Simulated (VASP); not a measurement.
Calculation: PBE GGA, VASP's PBE PAW potentials (set 64) (plane waves; VASP).

A VASP calculation is set up with these files.

**KPOINTS**
```
Automatic mesh
0
gamma
  12 12 12
```

**INCAR**
```
! general
SYSTEM  = Sn
PREC    = Accurate
ENCUT   = 480   ! plane-wave cut-off (eV)
LREAL   = .False.
LASPH   = .True.   ! aspherical one-centre terms

! electronic loop
EDIFF   = 1E-6
NELM    = 100
ALGO    = Normal
LMAXMIX = 4   ! l cut-off of mixed one-centre charges

! smearing
ISMEAR  = 1   ! Methfessel-Paxton
SIGMA   = 0.1   ! width (eV)

! functional
GGA     = PE

! ions
IBRION  = 2   ! conjugate gradients
NSW     = 60
ISIF    = 3   ! ions, shape and volume
EDIFFG  = -0.01

! output
LWAVE   = .False.
LCHARG  = .False.
```

**POSCAR**
```
Sn
1
   -2.9643800282     2.9643800282     1.6132280989
    2.9643800282    -2.9643800282     1.6132280989
    2.9643800282     2.9643800282    -1.6132280989
Sn
2
Direct
  0.2500000000   0.7500000000   0.5000000000
  1.0000000000   1.0000000000   1.0000000000
```

POTCAR, in this order: Sn (PBE.64 set). Program: vasp_std.

What will the output report for the number of irreducible k-points (NKPTS), largest plane-wave count, number of space-group operations, FFT grid (NGX, NGY, NGZ)?

```yaml
number of irreducible k-points (NKPTS): 163
largest_plane_wave_count: 1374
number_of_space_group_operations: 16
FFT grid (NGX, NGY, NGZ): 32 × 32 × 32
```

The compound is Sn in the beta structure. It was relaxed first. The start is the result of an earlier pass.
